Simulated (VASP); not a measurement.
# TiP (Badengzhuite) under strain, part 2 of 5

How does the pressure of TiP (Badengzhuite) answer to a change of volume? The bands are shown for each cell. All runs use PBEsol. Left out of this account: 1 further run (fields: a reference on another mesh). The start is a cell from a database of measured crystal structures.

VASP 6.6.1; PBEsol; plane waves and PAW (Ti_sv, P).

So far, pressure (GPa): step 2 (bands, cell as listed) -5.29.

The database entry behind the starting cell has ideal inner coordinates that were not refined, so it need not match the best structure at ambient conditions.

## (3) Bands, volume times 1.04

The cell is expanded evenly, with fractional positions held.

The input, INCAR:

```
SYSTEM = TiP
PREC = Accurate
ENCUT = 400
EDIFF = 1E-06
NELM = 100
ISMEAR = -1
SIGMA = 0.05
LREAL = .FALSE.
ALGO = Normal
GGA = PS
NBANDS = 54
LASPH = .TRUE.
LORBIT = 11
LWAVE = .FALSE.
LCHARG = .FALSE.
KPAR = 8
```

The input, POSCAR:

```
TiP
1.0
    3.5592289856      0.0000000000      0.0000000000
   -1.7796144928      3.0823827194      0.0000000000
    0.0000000000      0.0000000000     11.9046229949
Ti P
4 4
Direct
    0.3333333333      0.6666666667      0.1250000000
    0.6666666667      0.3333333333      0.6250000000
    0.3333333333      0.6666666667      0.3750000000
    0.6666666667      0.3333333333      0.8750000000
    0.0000000000      0.0000000000      0.0000000000
    0.0000000000      0.0000000000      0.5000000000
    0.6666666667      0.3333333333      0.2500000000
    0.3333333333      0.6666666667      0.7500000000
```

The input, KPOINTS:

```
Automatic mesh
0
Gamma
10 10 3
0 0 0
```

The input, KPOINTS_OPT:

```
Line mode
12
Line-mode
Reciprocal
  0.00000000   0.00000000   0.00000000 GAMMA
  0.50000000   0.00000000   0.00000000 M

  0.50000000   0.00000000   0.00000000 M
  0.33333333   0.33333333   0.00000000 K

  0.33333333   0.33333333   0.00000000 K
  0.00000000   0.00000000   0.00000000 GAMMA

  0.00000000   0.00000000   0.00000000 GAMMA
  0.00000000   0.00000000   0.50000000 A

  0.00000000   0.00000000   0.50000000 A
  0.50000000   0.00000000   0.50000000 L

  0.50000000   0.00000000   0.50000000 L
  0.33333333   0.33333333   0.50000000 H

  0.33333333   0.33333333   0.50000000 H
  0.00000000   0.00000000   0.50000000 A

  0.50000000   0.00000000   0.50000000 L
  0.50000000   0.00000000   0.00000000 M

  0.33333333   0.33333333   0.00000000 K
  0.33333333   0.33333333   0.50000000 H
```

Potentials, in the order of the species: Ti_sv and P (PBE family, release 64).

The run is started by

```
$ mpirun -np 8 vasp_std
```

Log:

```text
[banner, memory and clock lines left out]
running    8 mpi-ranks, on    1 nodes
 distrk:  each k-point on    1 cores,    8 groups
 distr:  one band on    1 cores,    1 groups

 POSCAR found type information on POSCAR TiP
 POSCAR found :  2 types and       8 ions
 [... a notice as in an earlier step ...]

 [... a notice as in an earlier step ...]

 LDA part: xc-table for (Slater+PW92), standard interpolation
 POSCAR, INCAR and KPOINTS ok, starting setup
 FFT: planning ... GRIDC
 FFT: planning ... GRID_SOFT
 FFT: planning ... GRID
 WAVECAR not read
 entering main loop
       N       E                     dE             d eps       ncg     rms          rms(c)
DAV:   1     0.762716504721E+03    0.76272E+03   -0.26786E+04  3024   0.118E+03
DAV:   2     0.285679284637E+02   -0.73415E+03   -0.69967E+03  3030   0.402E+02
DAV:   3    -0.652214555337E+02   -0.93789E+02   -0.90918E+02  4138   0.133E+02
DAV:   5    -0.767028910888E+02   -0.53289E+00   -0.53240E+00  4356   0.817E+00    0.245E+01
DAV:   6    -0.664617994094E+02    0.10241E+02   -0.46597E+01  4084   0.428E+01    0.810E+00
DAV:   7    -0.660376893639E+02    0.42411E+00   -0.72937E+00  3576   0.169E+01    0.636E+00
DAV:   8    -0.661328363556E+02   -0.95147E-01   -0.18112E+00  3722   0.857E+00    0.475E+00
DAV:   9    -0.659307624984E+02    0.20207E+00   -0.56317E-01  3620   0.556E+00    0.728E-01
DAV:  10    -0.659351068099E+02   -0.43443E-02   -0.38775E-02  4210   0.741E-01    0.462E-01
DAV:  11    -0.659370913194E+02   -0.19845E-02   -0.13788E-02  4084   0.646E-01    0.334E-01
DAV:  12    -0.659352385415E+02    0.18528E-02   -0.54223E-03  3968   0.462E-01    0.323E-02
DAV:  13    -0.659352367228E+02    0.18187E-05   -0.31982E-04  3494   0.909E-02    0.346E-02
DAV:  14    -0.659352356825E+02    0.10403E-05   -0.13089E-05  4284   0.164E-02    0.758E-03
DAV:  15    -0.659352338978E+02    0.17847E-05   -0.22173E-06  2924   0.949E-03    0.319E-03
DAV:  16    -0.659352332539E+02    0.64390E-06   -0.39440E-07  1956   0.298E-03
   1 F= -.65935233E+02 E0= -.65915951E+02  d E =-.385648E-01
 Start KPOINTS_OPT (optional k-point list driver)
k-point batch [1-28\108]
       N       E                     dE             ncg
DAV:   1    -0.656477833526E+03   -0.46391E+05     3024
DAV:   2    -0.209230502153E+05   -0.20267E+05     3030
DAV:   3    -0.235113914836E+05   -0.25883E+04     3936
DAV:   4    -0.238508334513E+05   -0.33944E+03     4586
DAV:   5    -0.238686424296E+05   -0.17809E+02     4172
DAV:   6    -0.238689411075E+05   -0.29868E+00     4260
DAV:   7    -0.238689490567E+05   -0.79491E-02     4202
DAV:   8    -0.238689491510E+05   -0.94349E-04     4072
DAV:   9    -0.238689491530E+05   -0.19499E-05     2914
DAV:  10    -0.238689491532E+05   -0.20234E-06     2282
[...]
k-point batch [85-108\108]
       N       E                     dE             ncg
DAV:   1     0.351139195304E+03   -0.51799E+05     2592
DAV:   2    -0.169984138441E+05   -0.17350E+05     2610
DAV:   3    -0.192179398921E+05   -0.22195E+04     3314
DAV:   4    -0.194976852472E+05   -0.27975E+03     4056
DAV:   5    -0.195116893480E+05   -0.14004E+02     3568
DAV:   6    -0.195119139205E+05   -0.22457E+00     3714
DAV:   7    -0.195119196427E+05   -0.57222E-02     3620
DAV:   8    -0.195119197079E+05   -0.65157E-04     3530
DAV:   9    -0.195119197091E+05   -0.11804E-05     2380
DAV:  10    -0.195119197093E+05   -0.18952E-06     1828
```

Wall time 64 s (8 MPI ranks of Intel Xeon Platinum 8259CL at 2.50GHz (Skylake/Cascade Lake), shared host); peak memory 2.8 GiB.

From OUTCAR (step 3):

```text
  LATTYP: Found a hexagonal cell.
 ALAT       =     3.5592289856
 C/A-ratio  =     3.3447196129

 Found     28 irreducible k-points:

   ENCUT  =  400.0 eV  29.40 Ry    5.42 a.u.   5.80  5.80 19.41*2*pi/ulx,y,z

   NELECT =      68.0000    total number of electrons

 E-fermi :   8.4653

 k-point     1 :       0.0000    0.0000    0.0000
  band No.  band energies     occupation
    ...
     30       7.4235      2.00000
     31       8.1827      1.99301
     32       8.1827      1.99301
     33       8.2434      1.97665
     34       8.2434      1.97665
     35       8.7867      0.00323
     36       8.7867      0.00323
     37       8.8366      0.00119
     38       9.0271      0.00003
     39       9.0271      0.00003
    ...

 k-point     2 :       0.1000   -0.0000    0.0000
  band No.  band energies     occupation
    ...
     30       7.1914      2.00000
     31       7.4960      2.00000
     32       7.6920      2.00000
     33       7.7550      2.00000
     34       8.3560      1.79823
     35       8.6805      0.02670
     36       8.7088      0.01524
     37       8.7949      0.00274
     38       8.9659      0.00009
     39       9.2635      0.00000
    ...

  Total       -8.2093095     -8.2093095     -7.7753829      0.0000000     -0.0000000     -0.0000000
  in kB     -100.7068650   -100.7068650    -95.3837147      0.0000000     -0.0000000     -0.0000000
  external PRESSURE =     -98.9324816 kB  Pullay stress =       0.0000000 kB

  energy-cutoff  :      400.00
  volume of cell :      130.60
      direct lattice vectors                 reciprocal lattice vectors
     3.559228986  0.000000000  0.000000000     0.280959726  0.162212173  0.000000000
    -1.779614493  3.082382719  0.000000000     0.000000000  0.324424347  0.000000000
     0.000000000  0.000000000 11.904622995     0.000000000  0.000000000  0.084000980

 POSITION                                       TOTAL-FORCE (eV/Angst)
 -----------------------------------------------------------------------------------
     -0.00000      2.05492      1.48808        -0.000000      0.000000     -1.251854
      1.77961      1.02746      7.44039        -0.000000     -0.000000     -1.251854
     -0.00000      2.05492      4.46423        -0.000000      0.000000      1.251854
      1.77961      1.02746     10.41655         0.000000     -0.000000      1.251854
      0.00000      0.00000      0.00000         0.000000      0.000000      0.000000
      0.00000      0.00000      5.95231         0.000000      0.000000      0.000000
      1.77961      1.02746      2.97616         0.000000      0.000000      0.000000
     -0.00000      2.05492      8.92847         0.000000      0.000000      0.000000
 -----------------------------------------------------------------------------------
    total drift:                               -0.000001      0.000000     -0.000000

  FREE ENERGIE OF THE ION-ELECTRON SYSTEM (eV)
  ---------------------------------------------------
  free  energy   TOTEN  =       -65.9352332539 eV

  energy  without entropy=      -65.8966684926  energy(sigma->0) =      -65.91595087

 total charge
# of ion       s       p       d       tot
------------------------------------------
    1        2.164   6.136   1.929  10.229
    2        2.164   6.136   1.929  10.229
    3        2.164   6.136   1.929  10.229
    4        2.164   6.136   1.929  10.229
    5        1.025   1.515   0.000   2.540
    6        1.025   1.515   0.000   2.540
    7        1.023   1.509   0.000   2.533
    8        1.023   1.509   0.000   2.533
--------------------------------------------------
tot         12.754  30.593   7.714  51.061

[... 4 parts as in an earlier step ...]

[... 7 further parts left out ...]
```

This step gave:

```
SCF cycles              : 16
free energy (TOTEN)     : -65.9352 eV
energy at zero smearing : -65.9160 eV
Fermi energy            : 8.465 eV
pressure                : -9.893 GPa
```

Electronic bands along the path, in eV, zero at the Fermi level; # counts the bands kept, so #1 is VASP's band 21:

```
          point    #11    #12    #13    #14    #15    #16   #17   #18
              Γ  -0.28  -0.28  -0.22  -0.22   0.32   0.32  0.37  0.56
0.55 of the way  -2.23  -1.41  -1.19  -0.39  -0.01   0.44  0.58  0.67
              M  -2.43  -1.75  -1.45  -0.57  -0.11   0.82  1.16  1.31
0.45 of the way  -2.70  -2.64  -0.38  -0.24   0.40   0.82  1.14  1.35
              K  -2.93  -2.93   0.19   0.66   0.66   0.85  0.98  1.07
0.45 of the way  -2.47  -2.28  -0.30  -0.08  -0.07   0.34  0.66  0.82
              Γ  -0.28  -0.28  -0.22  -0.22   0.32   0.32  0.37  0.56
0.55 of the way  -0.62  -0.62  -0.23  -0.23   0.08   0.08  0.39  0.55
              A  -1.13  -1.13  -0.11  -0.11  -0.11  -0.11  0.46  0.46
0.55 of the way  -1.73  -1.73  -0.98  -0.98   0.46   0.46  0.72  0.72
              L  -1.83  -1.83  -1.29  -1.29   0.64   0.64  1.27  1.27
0.55 of the way  -2.65  -2.65  -0.21  -0.21   0.75   0.75  1.20  1.20
              H  -2.75  -2.75   0.41   0.41   0.75   0.75  0.82  0.82
0.55 of the way  -2.09  -2.09  -0.51  -0.51   0.33   0.33  0.71  0.71
              A  -1.13  -1.13  -0.11  -0.11  -0.11  -0.11  0.46  0.46
      jump to L  -1.83  -1.83  -1.29  -1.29   0.64   0.64  1.27  1.27
0.55 of the way  -2.17  -1.64  -1.54  -0.84   0.16   0.94  1.03  1.31
              M  -2.43  -1.75  -1.45  -0.57  -0.11   0.82  1.16  1.31
      jump to K  -2.93  -2.93   0.19   0.66   0.66   0.85  0.98  1.07
0.55 of the way  -2.81  -2.81   0.26   0.62   0.69   0.69  0.93  0.93
              H  -2.75  -2.75   0.41   0.41   0.75   0.75  0.82  0.82
```

Of the projections kept (Ti, P), the largest for each band there; the rest of the weight can lie on other orbitals:

```
point      #11      #12      #13      #14      #15      #16      #17      #18
    Γ  Ti 1.00  Ti 1.00  Ti 1.00  Ti 1.00  Ti 0.90  Ti 0.90   P 0.93  Ti 1.00
    M  Ti 0.55  Ti 0.99   P 0.83  Ti 0.92  Ti 0.91  Ti 1.00  Ti 0.96  Ti 1.00
    K  Ti 0.52  Ti 0.52  Ti 1.00  Ti 0.94  Ti 0.94  Ti 1.00  Ti 0.94  Ti 0.95
    Γ  Ti 1.00  Ti 1.00  Ti 1.00  Ti 1.00  Ti 0.90  Ti 0.90   P 0.93  Ti 1.00
    A  Ti 0.71  Ti 0.71  Ti 1.00  Ti 1.00  Ti 1.00  Ti 1.00  Ti 0.57  Ti 0.57
    L   P 0.61   P 0.61  Ti 0.92  Ti 0.92  Ti 0.94  Ti 0.94  Ti 0.97  Ti 0.97
```

Force by atom:

```
atom  x (eV/Å)  y (eV/Å)  z (eV/Å)  size
 Ti1      0.00      0.00     -1.25  1.25
 Ti2      0.00      0.00     -1.25  1.25
 Ti3      0.00      0.00      1.25  1.25
 Ti4      0.00      0.00      1.25  1.25
  P5      0.00      0.00      0.00  0.00
  P6      0.00      0.00      0.00  0.00
  P7      0.00      0.00      0.00  0.00
  P8      0.00      0.00      0.00  0.00
```

 The pressure is -9.89 GPa.

Between step 2 and this run (cell volume +4.0 %) the value for the pressure moves from -5.29 GPa to -9.89 GPa.

(Continued in part 3 of 5.)

[Lines on the potential files, build, host, timing and source positions are cut from VASP's logs without a mark.]

[Logs are printed without paths, hosts, clocks, repeated set-up lines and the standing remarks that a program may print on its own settings, such as how far it seeks lower states.]

[Hosts, paths, dates, database ids (printed as entryN), source tags and the programs' standing remarks are cut or masked in the printed files.]

[A measured line is paired with the nearest computed mode of its activity, which favours agreement.]
